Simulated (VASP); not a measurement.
VASP runs on Ba (bcc) share one base input (PBE GGA, plane waves, VASP's PBE PAW potentials (set 64)) and change the settings named in each case.

### INCAR
```
ALGO  =  Normal
EDIFF  =  1E-6
ENCUT  =  400
GGA  =  PE
ISIF  =  2
ISMEAR  =  1
LASPH  =  .True.
LCHARG  =  .False.
LMAXMIX  =  4
LREAL  =  .False.
LWAVE  =  .False.
NELM  =  100
PREC  =  Accurate
SIGMA  =  0.1
SYSTEM  =  Ba
```

File POSCAR:
```
Ba
4.4343960
 -0.5773503314   0.5773503314   0.5773503314
  0.5773503314  -0.5773503314   0.5773503314
  0.5773503314   0.5773503314  -0.5773503314
Ba
1
direct
  0.0000000000   0.0000000000   0.0000000000
```

File KPOINTS:
```
Automatic mesh
0
G
 9 9 9
```

POTCAR, in this order: Ba_sv (PBE.64 set). Program: vasp_std.

| change | E(σ→0) (eV/atom) | pressure (GPa) | −TS (eV) |
|---|---|---|---|
| base run | -1.9019 | -0.43 | -0.0011 |
| ISMEAR = 2, SIGMA = 0.5 | … | -0.50 | … |
| ISMEAR = -1, SIGMA = 0.3 | -1.8870 | -0.12 | -0.5180 |
| SIGMA = 0.5 | -1.9017 | -0.50 | 0.0401 |
| ISMEAR = -1, SIGMA = 0.01 | -1.9013 | -0.42 | -0.0010 |
| ISMEAR = -1, SIGMA = 0.2 | -1.8907 | -0.29 | -0.2239 |
| ISMEAR = 0 | -1.9023 | -0.44 | -0.0069 |
| ISMEAR = -5, SIGMA removed | -1.9031 | -0.39 | 0.0000 |
| ISMEAR = -4, SIGMA removed | -1.8882 | -0.36 | 0.0000 |

### Question
Some entries are withheld; supply them.

### Answer

- ISMEAR = 2, SIGMA = 0.5, E(σ→0) (eV/atom): -1.9052
- ISMEAR = 2, SIGMA = 0.5, −TS (eV): 0.0277

Unless said otherwise, spin-orbit coupling is left out, though it shifts the bands of the heavy elements here.

Left out are runs that ran out of time, are held back, or changed the cell or the kind of run, fixed moments of cells without a moment, rows past the twelfth, gaps on odd meshes, pressures of charged cells and columns that move by less than the noise.

The compound is Ba in the bcc structure. The cell was not relaxed at this level.
